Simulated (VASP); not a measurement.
For cubic RbCl (rock salt), PBE GGA, VASP's PBE PAW potentials (set 64) (VASP) gives ε∞ = 2.28, a static ε₀ = 5.70 and a transverse optical mode at 102 cm⁻¹.

Problem. Estimate the longitudinal optical frequency at Γ.

Solution. By the Lyddane-Sachs-Teller relation, ω_LO = ω_TO √(ε₀/ε∞) = 102 × √(5.70/2.28) = 161 cm⁻¹.

Measured: ε∞ 2.18 at 297 K (computed value off by +4.6 %), as given by H. H. Li, Journal of Physical and Chemical Reference Data (1976), doi:10.1063/1.555536 [long-wavelength limit of the electronic terms of a dispersion formula fitted to measured refractive indices over 0.18-40.0 um; lattice terms left out].

The compound is RbCl in the rock salt structure. It was relaxed first, which changed the volume by +6 %.
